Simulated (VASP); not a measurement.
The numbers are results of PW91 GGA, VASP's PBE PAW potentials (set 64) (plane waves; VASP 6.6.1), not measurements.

VASP ran on this input.

**POSCAR**
```
Os
1
    1.3824597150    -2.3944900999     0.0000000000
    1.3824597150     2.3944900999     0.0000000000
    0.0000000000     0.0000000000     4.3550956866
Os
2
Direct
  0.3333330000   0.6666670000   0.2500000000
  0.6666670000   0.3333330000   0.7500000000
```

INCAR:
```
SYSTEM = Os
PREC = Accurate
ENCUT = 520
EDIFF = 1E-6
NELM = 100
ALGO = Normal
LREAL = .FALSE.
LASPH = .TRUE.
ISMEAR = 1
SIGMA = 0.1
GGA = 91
LMAXMIX = 6
LWAVE = .FALSE.
LCHARG = .FALSE.
IBRION = 2
ISIF = 3
NSW = 60
EDIFFG = -0.01
```

### KPOINTS
```
Regular mesh
0
G
14 14 8
0 0 0
```

POTCAR, in this order: Os (PBE.64 set). Program: vasp_std.

### Question
What will the output report for the number of irreducible k-points (NKPTS), largest plane-wave count, number of space-group operations, FFT grid (NGX, NGY, NGZ)?

### Answer

```yaml
number of irreducible k-points (NKPTS): 120
largest_plane_wave_count: 796
number_of_space_group_operations: 24
FFT grid (NGX, NGY, NGZ): 24 × 24 × 32
```

The compound is Os in the hcp structure. It was relaxed first. The start is the result of an earlier pass.
